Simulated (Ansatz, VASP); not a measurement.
# NbCd3 in two plane-wave programs, part 2 of 2

Wanted: the spread between two codes on one cell, functional and k mesh.

VASP 6.6.1 and Ansatz 0.2.0.

So far: The starting structure; Ansatz: relaxation of cell and atoms, PBEsol; VASP: relaxation of cell and atoms, PBEsol.

### Step 3. VASP: relaxation of cell and atoms, PBEsol (continued)

Level of this step: PBEsol; plane waves and PAW (Cd, Nb_sv) (VASP).

Numbers of over 12 decimals in the logs are rounded to 6 here.

OUTCAR, selected parts (step 3):

```text
ion  position               nearest neighbor table
   1  0.500  0.500  0.000-   2 3.01   3 3.01   4 3.01   2 3.01   3 3.01   2 3.01   4 3.01   2 3.01
                             3 3.01   4 3.01   3 3.01   4 3.01
   2  0.500  0.000  0.500-   1 3.01   3 3.01   4 3.01   1 3.01   4 3.01   1 3.01   3 3.01   1 3.01
                             3 3.01   4 3.01   4 3.01   3 3.01
   3  0.000  0.500  0.500-   1 3.01   2 3.01   4 3.01   1 3.01   4 3.01   2 3.01   4 3.01   4 3.01
                             1 3.01   2 3.01   1 3.01   2 3.01
   4  0.000  0.000  0.000-   1 3.01   2 3.01   3 3.01   2 3.01   3 3.01   1 3.01   3 3.01   3 3.01
                             1 3.01   2 3.01   2 3.01   1 3.01

  LATTYP: Found a simple cubic cell.
 ALAT       =     4.2567353875

 Subroutine GETGRP returns: Found 48 space group operations
 (whereof 48 operations were pure point group operations)

The static configuration has the point symmetry O_h .

 Found     35 irreducible k-points:

   k-points           NKPTS =     35   k-points in BZ     NKDIM =     35   number of bands    NBANDS=     30

   dimension x,y,z NGX =    30 NGY =   30 NGZ =   30
   dimension x,y,z NGXF=    60 NGYF=   60 NGZF=   60

   ENCUT  =  450.0 eV  33.07 Ry    5.75 a.u.   7.36  7.36  7.36*2*pi/ulx,y,z

   NELECT =      49.0000    total number of electrons

 k-points in reciprocal lattice and weights: Automatic mesh
   0.00000000  0.00000000  0.00000000       0.002
   0.12500000  0.00000000  0.00000000       0.012
   0.25000000  0.00000000  0.00000000       0.012
   0.37500000  0.00000000  0.00000000       0.012
   0.50000000  0.00000000  0.00000000       0.006
   0.12500000  0.12500000  0.00000000       0.023
   0.25000000  0.12500000  0.00000000       0.047
   0.37500000  0.12500000  0.00000000       0.047
   0.50000000  0.12500000  0.00000000       0.023
[...]
0.50000000  0.50000000  0.37500000       0.012
   0.50000000  0.50000000  0.50000000       0.002

 average (electrostatic) potential at core
       1 -36.5901       2 -36.5901       3 -36.5901       4 -83.5549

 E-fermi :   4.9346

 k-point     1 :       0.0000    0.0000    0.0000
  band No.  band energies     occupation
    ...
     18      -2.5308      2.00000
     19      -2.5308      2.00000
     20      -2.5308      2.00000
     21       4.0214      2.00000
     22       4.0214      2.00000
     23       5.1608     -0.05455
     24       5.1608     -0.05455
     25       5.1608     -0.05455
     26       6.2219     -0.00000
     27       6.2219     -0.00000
    ...

 k-point     2 :       0.1250    0.0000    0.0000
  band No.  band energies     occupation
    ...
     20      -2.5306      2.00000
     21       3.2298      2.00000
     22       4.0376      2.00000
     23       4.9063      1.31343
     24       4.9063      1.31342
     25       5.3717     -0.00030
     26       6.2102     -0.00000
     27       6.5910     -0.00000
     28       6.5910     -0.00000
     29      10.1382      0.00000
    ...

 k-point     3 :       0.2500    0.0000    0.0000
  band No.  band energies     occupation
    ...
     20      -2.5304      2.00000
     21       1.7675      2.00000
     22       4.0810      2.00000
     23       4.4962      2.00029
     24       4.4962      2.00029
     25       5.6389     -0.00000
     26       6.1817     -0.00000
     27       7.3816     -0.00000
     28       7.3816     -0.00000
     29       9.1516      0.00000
    ...

  Total       -0.0058064     -0.0058064     -0.0058064      0.0000000      0.0000000     -0.0000000
  in kB       -0.1224768     -0.1224768     -0.1224768      0.0000000      0.0000000     -0.0000000
  external PRESSURE =      -0.1224768 kB  Pullay stress =       0.0000000 kB

  energy-cutoff  :      450.00
  volume of cell :       75.96
      direct lattice vectors                 reciprocal lattice vectors
     4.235011056 -0.000000000  0.000000000     0.236126892 -0.000000000  0.000000000
     0.000000000  4.235011056  0.000000000     0.000000000  0.236126892  0.000000000
    -0.000000000 -0.000000000  4.235011056    -0.000000000  0.000000000  0.236126892

 POSITION                                       TOTAL-FORCE (eV/Angst)
 -----------------------------------------------------------------------------------
      2.11751      2.11751      0.00000        -0.000000     -0.000000      0.000000
      2.11751     -0.00000      2.11751        -0.000000      0.000000      0.000000
      0.00000      2.11751      2.11751         0.000000      0.000000      0.000000
      0.00000      0.00000      0.00000        -0.000000     -0.000000      0.000000
 -----------------------------------------------------------------------------------
    total drift:                                0.000000      0.000000     -0.000000

  FREE ENERGIE OF THE ION-ELECTRON SYSTEM (eV)
  ---------------------------------------------------
  free  energy   TOTEN  =       -14.1290755782 eV

  energy  without entropy=      -14.1256560419  energy(sigma->0) =      -14.12793573

 reached required accuracy - stopping structural energy minimisation

 total charge
# of ion       s       p       d       tot
------------------------------------------
    1        0.549   0.420   9.460  10.429
    2        0.549   0.420   9.460  10.429
    3        0.549   0.420   9.460  10.429
    4        2.124   5.965   2.461  10.550
--------------------------------------------------
tot          3.770   7.225  30.841  41.836

[... 3 further parts left out ...]
```

The run keeps the 48 symmetry operations of its start, so it cannot find a distortion of lower symmetry.

### Step 4. Differences

Known differences besides the potentials themselves: both relaxations stop at a tolerance, which leaves soft axes loose, and VASP keeps its plane-wave basis; the data sets hold 73 valence electrons in Ansatz (default PAW (the set named soft_2) files) and 49 in VASP; the cutoff is 420 eV in Ansatz and 450 eV in VASP; Ansatz makes its cores anew for this functional, VASP keeps those of its PBE data sets; Ansatz adds a Pulay correction to the stress that steers its cell, VASP none. Total energies have different zeros and are not compared.

Both answers:

```
                                         quantity  Ansatz   VASP  difference
                                      volume (Å³)   75.75  75.96     -0.27 %
edge a after relaxation, in the typed setting (Å)   4.231  4.235     -0.09 %
```

The walks stopped with 0.01 GPa left in Ansatz and -0.01 GPa in VASP; each walk ends within a tolerance, so the volume difference is uncertain by about these residues over the bulk modulus, most in soft cells.

### Step 5. Results

```
difference in volume (relaxation of cell and atoms, PBEsol) : -0.27 %
```

The difference in volume is -0.27 % (relaxation of cell and atoms, PBEsol), within the 1.2 % picked in this series as the mark of a large difference, as far as the stopping tolerances let one tell. How closely two codes agree says nothing of how well the functional describes the real material.

[Lines on the potential files, build, host, timing and source positions are cut from VASP's logs without a mark.]

[Logs are printed without paths, hosts, clocks, repeated set-up lines and the standing remarks that a program may print on its own settings, such as how far it seeks lower states.]

[Hosts, paths, dates, database ids (printed as entryN), source tags and the programs' standing remarks are cut or masked in the printed files.]
